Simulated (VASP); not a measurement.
Method: optB88-vdW, VASP's PBE PAW potentials (set 64) (plane waves; VASP).

Input for VASP

POSCAR:
```
MgB2
1.0
  1.5358125380  -2.6601048580   0.0000000000
  1.5358125380   2.6601048580   0.0000000000
  0.0000000000   0.0000000000   3.4733760210
Mg B
1 2
direct
  0.0000000000   0.0000000000   0.0000000000
  0.3333330000   0.6666670000   0.5000000000
  0.6666670000   0.3333330000   0.5000000000
```

### INCAR
```
SYSTEM = MgB2
PREC = Accurate; ENCUT = 520; LREAL = .FALSE.
LASPH = .TRUE.
EDIFF = 1E-6; NELM = 100; ALGO = Normal
ISMEAR = 1; SIGMA = 0.1
GGA = BO; LUSE_VDW = .TRUE.; AGGAC = 0.0
PARAM1 = 0.1833333333; PARAM2 = 0.22
IBRION = 2; NSW = 60; ISIF = 3
EDIFFG = -0.02
LWAVE = .FALSE.; LCHARG = .FALSE.
```

KPOINTS:
```
Automatic mesh
0
Gamma
10 10 8
0 0 0
```

POTCAR, in this order: Mg B (PBE.64 set). Program: vasp_std.

The resulting files:

OSZICAR:
```
       N       E                     dE             d eps       ncg     rms          rms(c)
DAV:   1     0.864066013546E+01    0.86407E+01   -0.40491E+03  1200   0.847E+02
DAV:   2    -0.139422823198E+02   -0.22583E+02   -0.21159E+02  1688   0.112E+02
DAV:   3    -0.142502141228E+02   -0.30793E+00   -0.30069E+00  1504   0.152E+01
DAV:   4    -0.142508613649E+02   -0.64724E-03   -0.64724E-03  1656   0.536E-01
DAV:   5    -0.142508616807E+02   -0.31586E-06   -0.31596E-06  1568   0.105E-02    0.539E+00
DAV:   6    -0.127450381096E+02    0.15058E+01   -0.25205E+00  1224   0.885E+00    0.264E+00
DAV:   7    -0.124681409040E+02    0.27690E+00   -0.15389E+00  1352   0.682E+00    0.757E-01
DAV:   8    -0.124704216042E+02   -0.22807E-02   -0.10107E-01  1208   0.216E+00    0.354E-01
DAV:   9    -0.124656299310E+02    0.47917E-02   -0.18593E-02  1192   0.825E-01    0.644E-02
DAV:  10    -0.124655966553E+02    0.33276E-04   -0.12556E-03  1624   0.233E-01    0.255E-02
DAV:  11    -0.124655803900E+02    0.16265E-04   -0.10828E-04  1256   0.724E-02    0.226E-03
DAV:  12    -0.124655806085E+02   -0.21850E-06   -0.14917E-06  1440   0.113E-02
   1 F= -.12465581E+02 E0= -.12465663E+02  d E =-.124656E+02
       N       E                     dE             d eps       ncg     rms          rms(c)
DAV:   1    -0.124665090385E+02   -0.92865E-03   -0.15253E-02  1176   0.145E+00    0.838E-02
DAV:   2    -0.124663017092E+02    0.20733E-03   -0.43885E-04  1456   0.137E-01    0.411E-02
DAV:   3    -0.124662582391E+02    0.43470E-04   -0.16159E-04  1344   0.765E-02    0.937E-03
DAV:   4    -0.124662557304E+02    0.25087E-05   -0.42633E-06  1272   0.173E-02    0.141E-03
DAV:   5    -0.124662555740E+02    0.15643E-06   -0.72373E-08   624   0.281E-03
   2 F= -.12466256E+02 E0= -.12466331E+02  d E =-.674965E-03
       N       E                     dE             d eps       ncg     rms          rms(c)
DAV:   1    -0.124663507822E+02   -0.95052E-04   -0.95051E-04  1184   0.362E-01    0.210E-02
DAV:   2    -0.124663385127E+02    0.12270E-04   -0.27292E-05  1464   0.340E-02    0.103E-02
DAV:   3    -0.124663368220E+02    0.16907E-05   -0.10296E-05  1344   0.193E-02    0.232E-03
DAV:   4    -0.124663371146E+02   -0.29260E-06   -0.27219E-07   592   0.439E-03
   3 F= -.12466337E+02 E0= -.12466414E+02  d E =-.756506E-03
```

File OUTCAR:
```
------------------------ aborting loop because EDIFF is reached ----------------------------------------
  FORCE on cell =-STRESS in cart. coord.  units (eV):
  Direction    XX          YY          ZZ          XY          YZ          ZX
  --------------------------------------------------------------------------------------
  Total       -0.0282509     -0.0282509      0.0558819      0.0000000      0.0000000     -0.0000000
  in kB       -1.5830761     -1.5830756      3.1314186      0.0000000      0.0000000     -0.0000000
  external PRESSURE =      -0.0115777 kB  Pullay stress =       0.0000000 kB
  volume of cell :       28.59
      direct lattice vectors                 reciprocal lattice vectors
     1.539541927 -2.666564346 -0.000000000     0.324771928 -0.187507195  0.000000000
     1.539541927  2.666564346 -0.000000000     0.324771928  0.187507195  0.000000000
    -0.000000000 -0.000000000  3.482308765     0.000000000  0.000000000  0.287165805
 POSITION                                       TOTAL-FORCE (eV/Angst)
 -----------------------------------------------------------------------------------
     -0.00000     -0.00000      0.00000         0.000000      0.000000      0.000000
      1.53954      0.88886      1.74115        -0.000000      0.000000      0.000000
      1.53954     -0.88886      1.74115         0.000000     -0.000000      0.000000
 -----------------------------------------------------------------------------------
    total drift:                                0.000000     -0.000000      0.000000
  FREE ENERGIE OF THE ION-ELECTRON SYSTEM (eV)
  ---------------------------------------------------
  free  energy   TOTEN  =       -12.4663371146 eV

  energy  without entropy=      -12.4665675474  energy(sigma->0) =      -12.46641393

 reached required accuracy - stopping structural energy minimisation
```
(Selected blocks of OUTCAR.)

CONTCAR:
```
MgB2
   1.00000000000000
     1.5395419269683066   -2.6665643456140615   -0.0000000000000000
     1.5395419269683066    2.6665643456140615   -0.0000000000000000
    -0.0000000000000000   -0.0000000000000000    3.4823087648273443
  Mg              B
     1     2
Direct
     0.0000000000000000    0.0000000000000000    0.0000000000000000
     0.3333330000000032    0.6666669999999968    0.5000000000000000
     0.6666669999999968    0.3333330000000032    0.5000000000000000
```

The compound is MgB2 in the AlB2 type structure. This run relaxes it. Symmetry was kept, so distortions that lower it aren't found. The start is the result of an earlier pass.
